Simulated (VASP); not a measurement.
# Sn2Pt: convergence with the smearing and SCF solver, part 2 of 4

Aim: find what the smearing and SCF solver change for Sn2Pt, and what they cost. The atoms are off their equilibrium sites, so that forces can be compared too. The series runs use PBEsol. The atoms of the start are displaced at random from the sites of a Fm-3m cell.

VASP 6.6.1; PBEsol; plane waves and PAW (Sn_d, Pt).

Still holding for the runs below: The k-mesh is coarse for a metal.

So far. Step 6 (Smearing: ISMEAR = 0, SIGMA = 0.5): Against the run before the energy at zero width moves by -1.18 meV an atom and the pressure by +0.47 GPa, after 13 cycles in 20 s. The entropy term T·S comes to 51.70 meV an atom in size.

The database entry behind the starting cell differs from later determinations by our own check (0.1 to 0.3 % short, probably kX units), so it need not match the best structure at ambient conditions.

## 7. Smearing: ISMEAR = 2, SIGMA = 0.01

INCAR

```
SYSTEM = Sn2Pt
PREC = Accurate
ENCUT = 400
EDIFF = 1E-06
NELM = 100
ISMEAR = 2
SIGMA = 0.01
LREAL = .FALSE.
ALGO = Normal
GGA = PS
NBANDS = 25
LASPH = .TRUE.
LORBIT = 11
LWAVE = .FALSE.
LCHARG = .FALSE.
KPAR = 4
ISIF = 2
```

POSCAR

```
Sn2Pt
1.0
    0.0000000000      3.2125000000      3.2125000000
    3.2125000000      0.0000000000      3.2125000000
    3.2125000000      3.2125000000      0.0000000000
Sn Pt
2 1
Direct
    0.2539900000      0.2477940000      0.2420800000
    0.7475320000      0.7448380000      0.7577600000
   -0.0018900000     -0.0094730000      0.0106570000
```

KPOINTS

```
Automatic mesh
0
Gamma
5 5 5
0 0 0
```

The projector-augmented-wave data sets are Sn_d and Pt (PBE family, release 64).

The run is started by

```console
mpirun -np 4 vasp_std
```

What it wrote:

```text
[... set-up lines as in an earlier step ...]
 entering main loop
       N       E                     dE             d eps       ncg     rms          rms(c)
DAV:   1     0.303027398476E+03    0.30303E+03   -0.16653E+04  3344   0.199E+03
DAV:   2     0.155728828168E+02   -0.28745E+03   -0.28022E+03  3239   0.465E+02
DAV:   3    -0.163503818636E+02   -0.31923E+02   -0.31404E+02  3690   0.147E+02
DAV:   4    -0.173180129437E+02   -0.96763E+00   -0.96492E+00  3664   0.277E+01
[...]
DAV:  11    -0.168246668752E+02   -0.33992E-04   -0.48088E-05  3372   0.605E-02    0.789E-03
DAV:  12    -0.168246743295E+02   -0.74543E-05   -0.98669E-06  3362   0.300E-02    0.615E-03
DAV:  13    -0.168246744633E+02   -0.13375E-06   -0.12368E-06  2870   0.655E-03
   1 F= -.16824674E+02 E0= -.16824659E+02  d E =-.624886E-04
```

The job ended after 21 s (4 MPI ranks of AMD EPYC 7R43, shared host; peak memory 0.71 GiB).

Parts of OUTCAR (step 7):

```text
  Total        0.4463409      0.4672127      0.4644122     -0.2350683      0.3371882      0.2267718
  in kB       10.7849432     11.2892690     11.2216011     -5.6799594      8.1474853      5.4794906
  external PRESSURE =      11.0986044 kB  Pullay stress =       0.0000000 kB

 POSITION                                       TOTAL-FORCE (eV/Angst)
 -----------------------------------------------------------------------------------
      1.57372      1.59362      1.61198         0.209685      0.206649     -0.213231
      4.82710      4.83575      4.79424        -0.115282     -0.038764      0.036351
      3.21630      3.24066      6.38850        -0.094403     -0.167885      0.176880
 -----------------------------------------------------------------------------------
    total drift:                               -0.000522      0.000084     -0.000229

  FREE ENERGIE OF THE ION-ELECTRON SYSTEM (eV)
  ---------------------------------------------------
  free  energy   TOTEN  =       -16.8246744633 eV

  energy  without entropy=      -16.8246119746  energy(sigma->0) =      -16.82465884

[... 2 parts as in an earlier step ...]

[... 1 further part left out ...]
[key lines of the parts left out:]
E-fermi :   9.4873
```

Against the first of the series the energy at zero width moves by +0.01 meV an atom while the pressure stays within 0.01 GPa, after 13 cycles in 21 s. The entropy term T·S comes to 0.02 meV an atom in size.

## 8. Smearing: ISMEAR = 2, SIGMA = 0.05

INCAR: that of step 7 with these lines changed.

```diff
@@ -6,3 +6,3 @@
 ISMEAR = 2
-SIGMA = 0.01
+SIGMA = 0.05
 LREAL = .FALSE.
```

POSCAR is that of step 7.

KPOINTS is that of step 7.

The run is started by

```console
mpirun -np 4 vasp_std
```

What it wrote:

```text
[... set-up lines as in an earlier step ...]
 entering main loop
       N       E                     dE             d eps       ncg     rms          rms(c)
DAV:   1     0.303027336654E+03    0.30303E+03   -0.16653E+04  3344   0.199E+03
DAV:   2     0.155729571914E+02   -0.28745E+03   -0.28022E+03  3239   0.465E+02
DAV:   3    -0.163504581779E+02   -0.31923E+02   -0.31404E+02  3690   0.147E+02
DAV:   4    -0.173180526943E+02   -0.96759E+00   -0.96519E+00  3664   0.277E+01
[...]
DAV:  11    -0.168245516313E+02   -0.33421E-04   -0.48616E-05  3420   0.573E-02    0.822E-03
DAV:  12    -0.168245587583E+02   -0.71271E-05   -0.11751E-05  3307   0.354E-02    0.624E-03
DAV:  13    -0.168245589370E+02   -0.17868E-06   -0.13157E-06  2987   0.645E-03
   1 F= -.16824559E+02 E0= -.16824514E+02  d E =-.181054E-03
```

Wall time 20 s (4 MPI ranks); peak memory 0.69 GiB.

Parts of OUTCAR (step 8):

```text
  Total        0.4561680      0.4577808      0.4567627     -0.2424037      0.3290953      0.2362116
  in kB       11.0223957     11.0613659     11.0367647     -5.8572042      7.9519350      5.7075841
  external PRESSURE =      11.0401754 kB  Pullay stress =       0.0000000 kB

 POSITION                                       TOTAL-FORCE (eV/Angst)
 -----------------------------------------------------------------------------------
      1.57372      1.59362      1.61198         0.218659      0.208652     -0.216027
      4.82710      4.83575      4.79424        -0.123818     -0.040545      0.038912
      3.21630      3.24066      6.38850        -0.094841     -0.168107      0.177115
 -----------------------------------------------------------------------------------
    total drift:                               -0.000534      0.000078     -0.000222

  FREE ENERGIE OF THE ION-ELECTRON SYSTEM (eV)
  ---------------------------------------------------
  free  energy   TOTEN  =       -16.8245589370 eV

  energy  without entropy=      -16.8243778830  energy(sigma->0) =      -16.82451367

[... 2 parts as in an earlier step ...]

[... 1 further part left out ...]
[key lines of the parts left out:]
E-fermi :   9.4875
```

Against the run before the energy at zero width moves by +0.05 meV an atom and the pressure by -0.01 GPa, after 13 cycles in 20 s. The entropy term T·S comes to 0.06 meV an atom in size.

## 9. Smearing: ISMEAR = 2, SIGMA = 0.1

INCAR: that of step 8 with these lines changed.

```diff
@@ -6,3 +6,3 @@
 ISMEAR = 2
-SIGMA = 0.05
+SIGMA = 0.1
 LREAL = .FALSE.
```

POSCAR is that of step 8.

KPOINTS is that of step 8.

The run is started by

```console
mpirun -np 4 vasp_std
```

What it wrote:

```text
[... set-up lines as in an earlier step ...]
 entering main loop
       N       E                     dE             d eps       ncg     rms          rms(c)
DAV:   1     0.303027177804E+03    0.30303E+03   -0.16653E+04  3344   0.199E+03
DAV:   2     0.155727635520E+02   -0.28745E+03   -0.28021E+03  3239   0.465E+02
DAV:   3    -0.163512021965E+02   -0.31924E+02   -0.31407E+02  3690   0.147E+02
DAV:   4    -0.173191172839E+02   -0.96792E+00   -0.96535E+00  3664   0.277E+01
[...]
DAV:  11    -0.168253134815E+02   -0.32451E-04   -0.51929E-05  3434   0.563E-02    0.891E-03
DAV:  12    -0.168253203988E+02   -0.69173E-05   -0.14915E-05  3303   0.423E-02    0.650E-03
DAV:  13    -0.168253206176E+02   -0.21881E-06   -0.14084E-06  2998   0.689E-03
   1 F= -.16825321E+02 E0= -.16824702E+02  d E =-.247372E-02
```

The job ended after 20 s (4 MPI ranks; peak memory 0.71 GiB; 76 s of CPU time).

From OUTCAR (step 9):

```text
  Total        0.4580219      0.4601277      0.4590176     -0.2271758      0.3033667      0.2214463
  in kB       11.0671925     11.1180745     11.0912502     -5.4892527      7.3302554      5.3508106
  external PRESSURE =      11.0921724 kB  Pullay stress =       0.0000000 kB

 POSITION                                       TOTAL-FORCE (eV/Angst)
 -----------------------------------------------------------------------------------
      1.57372      1.59362      1.61198         0.231796      0.217994     -0.225583
      4.82710      4.83575      4.79424        -0.136909     -0.049956      0.048537
      3.21630      3.24066      6.38850        -0.094887     -0.168038      0.177046
 -----------------------------------------------------------------------------------
    total drift:                               -0.000540      0.000072     -0.000219

  FREE ENERGIE OF THE ION-ELECTRON SYSTEM (eV)
  ---------------------------------------------------
  free  energy   TOTEN  =       -16.8253206176 eV

  energy  without entropy=      -16.8228468987  energy(sigma->0) =      -16.82470219

[... 2 parts as in an earlier step ...]

[... 1 further part left out ...]
[key lines of the parts left out:]
E-fermi :   9.4817
```

Against the run before the energy at zero width moves by -0.06 meV an atom and the pressure by +0.01 GPa, after 13 cycles in 20 s. The entropy term T·S comes to 0.82 meV an atom in size.

## 10. Smearing: ISMEAR = 2, SIGMA = 0.2

INCAR: that of step 9 with these lines changed.

```diff
@@ -6,3 +6,3 @@
 ISMEAR = 2
-SIGMA = 0.1
+SIGMA = 0.2
 LREAL = .FALSE.
```

POSCAR is that of step 9.

KPOINTS is that of step 9.

The run is started by

```console
mpirun -np 4 vasp_std
```

What it wrote:

```text
[... set-up lines as in an earlier step ...]
 entering main loop
       N       E                     dE             d eps       ncg     rms          rms(c)
DAV:   1     0.303027100505E+03    0.30303E+03   -0.16653E+04  3344   0.199E+03
DAV:   2     0.155731998564E+02   -0.28745E+03   -0.28021E+03  3239   0.465E+02
DAV:   3    -0.163531424302E+02   -0.31926E+02   -0.31409E+02  3690   0.147E+02
DAV:   4    -0.173218827666E+02   -0.96874E+00   -0.96619E+00  3664   0.277E+01
[...]
DAV:  11    -0.168287188721E+02   -0.29826E-04   -0.53291E-05  3425   0.614E-02    0.913E-03
DAV:  12    -0.168287260559E+02   -0.71838E-05   -0.13438E-05  3284   0.377E-02    0.652E-03
DAV:  13    -0.168287262832E+02   -0.22728E-06   -0.14256E-06  3028   0.671E-03
   1 F= -.16828726E+02 E0= -.16826943E+02  d E =-.713117E-02
```

Run time: 19 s. Hardware: 4 MPI ranks; peak memory 0.71 GiB; 74 s of CPU time.

From OUTCAR (step 10):

```text
  Total        0.4872555      0.4798238      0.4791774     -0.1992336      0.2661730      0.1940527
  in kB       11.7735632     11.5939917     11.5783733     -4.8140844      6.4315435      4.6888980
  external PRESSURE =      11.6486427 kB  Pullay stress =       0.0000000 kB

 POSITION                                       TOTAL-FORCE (eV/Angst)
 -----------------------------------------------------------------------------------
      1.57372      1.59362      1.61198         0.247521      0.228895     -0.236749
      4.82710      4.83575      4.79424        -0.153079     -0.061543      0.060405
      3.21630      3.24066      6.38850        -0.094443     -0.167351      0.176343
 -----------------------------------------------------------------------------------
    total drift:                               -0.000529      0.000082     -0.000229

  FREE ENERGIE OF THE ION-ELECTRON SYSTEM (eV)
  ---------------------------------------------------
  free  energy   TOTEN  =       -16.8287262832 eV

  energy  without entropy=      -16.8215951137  energy(sigma->0) =      -16.82694349

[... 2 parts as in an earlier step ...]

[... 1 further part left out ...]
[key lines of the parts left out:]
E-fermi :   9.4690
```

Against the run before the energy at zero width moves by -0.75 meV an atom and the pressure by +0.06 GPa, after 13 cycles in 19 s. The entropy term T·S comes to 2.38 meV an atom in size.

## 11. Smearing: ISMEAR = 2, SIGMA = 0.5

INCAR: that of step 10 with these lines changed.

```diff
@@ -6,3 +6,3 @@
 ISMEAR = 2
-SIGMA = 0.2
+SIGMA = 0.5
 LREAL = .FALSE.
```

POSCAR is that of step 10.

KPOINTS is that of step 10.

The run is started by

```console
mpirun -np 4 vasp_std
```

What it wrote:

```text
[... set-up lines as in an earlier step ...]
 entering main loop
       N       E                     dE             d eps       ncg     rms          rms(c)
DAV:   1     0.303030173923E+03    0.30303E+03   -0.16653E+04  3344   0.199E+03
DAV:   2     0.155745611937E+02   -0.28746E+03   -0.28019E+03  3239   0.465E+02
DAV:   3    -0.163604613175E+02   -0.31935E+02   -0.31438E+02  3690   0.147E+02
DAV:   4    -0.173303993123E+02   -0.96994E+00   -0.96749E+00  3664   0.277E+01
[...]
DAV:  11    -0.168327569858E+02   -0.31605E-04   -0.61093E-05  3443   0.626E-02    0.977E-03
DAV:  12    -0.168327641067E+02   -0.71209E-05   -0.16509E-05  3278   0.428E-02    0.699E-03
DAV:  13    -0.168327644548E+02   -0.34806E-06   -0.16437E-06  3030   0.722E-03
   1 F= -.16832764E+02 E0= -.16832146E+02  d E =-.247421E-02
```

Wall time 20 s (4 MPI ranks); peak memory 0.7 GiB; 77 s of CPU time.

Parts of OUTCAR (step 11):

```text
  Total        0.4665356      0.4589494      0.4582617     -0.1818514      0.2403768      0.1771616
  in kB       11.2729089     11.0896036     11.0729866     -4.3940783      5.8082282      4.2807587
  external PRESSURE =      11.1451664 kB  Pullay stress =       0.0000000 kB

 POSITION                                       TOTAL-FORCE (eV/Angst)
 -----------------------------------------------------------------------------------
      1.57372      1.59362      1.61198         0.246290      0.229612     -0.237367
      4.82710      4.83575      4.79424        -0.151960     -0.062330      0.061076
      3.21630      3.24066      6.38850        -0.094329     -0.167282      0.176291
 -----------------------------------------------------------------------------------
    total drift:                               -0.000530      0.000079     -0.000227

  FREE ENERGIE OF THE ION-ELECTRON SYSTEM (eV)
  ---------------------------------------------------
  free  energy   TOTEN  =       -16.8327644548 eV

  energy  without entropy=      -16.8302902483  energy(sigma->0) =      -16.83214590

[... 2 parts as in an earlier step ...]

[... 1 further part left out ...]
[key lines of the parts left out:]
E-fermi :   9.3958
```

Against the run before the energy at zero width moves by -1.73 meV an atom and the pressure by -0.05 GPa, after 13 cycles in 20 s. The entropy term T·S comes to 0.82 meV an atom in size.

## 12. Smearing: ISMEAR = -5

INCAR: that of step 11 with these lines changed.

```diff
@@ -5,4 +5,4 @@
 NELM = 100
-ISMEAR = 2
-SIGMA = 0.5
+ISMEAR = -5
+SIGMA = 0.05
 LREAL = .FALSE.
```

POSCAR is that of step 11.

KPOINTS is that of step 11.

The run is started by

```console
mpirun -np 4 vasp_std
```

What it wrote:

```text
[... set-up lines as in an earlier step ...]
 entering main loop
       N       E                     dE             d eps       ncg     rms          rms(c)
DAV:   1     0.303059721218E+03    0.30306E+03   -0.16653E+04  3344   0.199E+03
DAV:   2     0.155846630421E+02   -0.28748E+03   -0.28097E+03  3239   0.466E+02
DAV:   3    -0.163714033002E+02   -0.31956E+02   -0.31517E+02  3690   0.147E+02
DAV:   4    -0.173401044269E+02   -0.96870E+00   -0.96898E+00  3664   0.277E+01
[...]
DAV:  13    -0.168625185429E+02    0.14347E-04   -0.16988E-06  3005   0.728E-03    0.122E-03
DAV:  14    -0.168625203448E+02   -0.18019E-05   -0.10563E-07  2103   0.288E-03    0.346E-04
DAV:  15    -0.168625201385E+02    0.20634E-06   -0.22781E-08  1669   0.216E-03
   1 F= -.16862520E+02 E0= -.16862520E+02  d E =0.000000E+00
 -----------------------------------------------------------------------------
|                                                                             |
|           W    W    AA    RRRRR   N    N  II  N    N   GGGG   !!!           |
|           W    W   A  A   R    R  NN   N  II  NN   N  G    G  !!!           |
|           W    W  A    A  R    R  N N  N  II  N N  N  G       !!!           |
|           W WW W  AAAAAA  RRRRR   N  N N  II  N  N N  G  GGG   !            |
|           WW  WW  A    A  R   R   N   NN  II  N   NN  G    G                |
|           W    W  A    A  R    R  N    N  II  N    N   GGGG   !!!           |
|                                                                             |
|     Tetrahedron method does not include variations of the Fermi             |
|     occupations, so forces and stress will be inaccurate. We suggest        |
|     using a different smearing scheme ISMEAR = 1 or 2 for metals in         |
|     relaxations.                                                            |
|                                                                             |
 -----------------------------------------------------------------------------
```

It took 22 s on 4 MPI ranks; peak memory 0.71 GiB.

OUTCAR, selected parts (step 12):

```text
  Total        0.2484538      0.2364769      0.2351542     -0.2354859      0.3125671      0.2298240
  in kB        6.0033940      5.7139949      5.6820353     -5.6900494      7.5525635      5.5532406
  external PRESSURE =       5.7998080 kB  Pullay stress =       0.0000000 kB

 POSITION                                       TOTAL-FORCE (eV/Angst)
 -----------------------------------------------------------------------------------
      1.57372      1.59362      1.61198         0.221799      0.214219     -0.221796
      4.82710      4.83575      4.79424        -0.120026     -0.035843      0.034028
      3.21630      3.24066      6.38850        -0.101772     -0.178376      0.187768
 -----------------------------------------------------------------------------------
    total drift:                               -0.000518      0.000087     -0.000237

  FREE ENERGIE OF THE ION-ELECTRON SYSTEM (eV)
  ---------------------------------------------------
  free  energy   TOTEN  =       -16.8625201385 eV

  energy  without entropy=      -16.8625201385  energy(sigma->0) =      -16.86252014

[... 2 parts as in an earlier step ...]

[... 1 further part left out ...]
[key lines of the parts left out:]
E-fermi :   9.5044
```

With tetrahedra the forces and stress of a metal are not exact derivatives of the energy.

Against the first of the series the energy at zero width moves by -12.61 meV an atom and the pressure by -0.53 GPa, after 15 cycles in 22 s.

## 13. The smearing series as a table

This step: convergence of PBEsol results with the smearing; plane waves and PAW (VASP 6.6.1).

Derived from the runs above.

One cell and one 5×5×5 mesh. Free energy against width, by row:

```csv
Gaussian width σ (eV),free energy less that at the narrowest width (meV/atom)
0.01,0
0.05,-0.81
0.1,-2.64
0.2,-6.99
0.5,-29.28
```

Differences are taken from the run with ISMEAR = 0, SIGMA = 0.01. Results of the series, by row:

```
                 setting     status  energy less the reference (meV/atom)  pressure (GPa)  largest force difference (meV/Å)  SCF cycles  wall time (s)
ISMEAR = 0, SIGMA = 0.01  converged                                     0            1.11                                 0          13           19.6
ISMEAR = 0, SIGMA = 0.05  converged                              -0.07026           1.119                             19.45          13           19.8
 ISMEAR = 0, SIGMA = 0.1  converged                               -0.6769           1.139                             32.84          13           19.8
 ISMEAR = 0, SIGMA = 0.2  converged                                -2.289           1.162                             39.54          13           19.2
 ISMEAR = 0, SIGMA = 0.5  converged                                -3.464           1.633                             10.04          13             20
ISMEAR = 2, SIGMA = 0.01  converged                               0.01129            1.11                             4.304          13             21
ISMEAR = 2, SIGMA = 0.05  converged                               0.05968           1.104                             4.767          13             20
 ISMEAR = 2, SIGMA = 0.1  converged                              -0.00316           1.109                             17.81          13           19.6
 ISMEAR = 2, SIGMA = 0.2  converged                               -0.7503           1.165                             33.56          13           19.2
 ISMEAR = 2, SIGMA = 0.5  converged                                -2.484           1.115                             32.44          13             20
             ISMEAR = -5  converged                                -12.61            0.58                             10.93          15             22
```

(Continued in part 3 of 4.)

[Lines on the potential files, build, host, timing and source positions are cut from VASP's logs without a mark.]

[Logs are printed without paths, hosts, clocks, repeated set-up lines and the standing remarks that a program may print on its own settings, such as how far it seeks lower states.]

[Hosts, paths, dates, database ids (printed as entryN), source tags and the programs' standing remarks are cut or masked in the printed files.]

[A measured line is paired with the nearest computed mode of its activity, which favours agreement.]

[In band tables of VASP the shares of atoms and orbitals are scaled to a sum of 1 inside the atoms' spheres.]
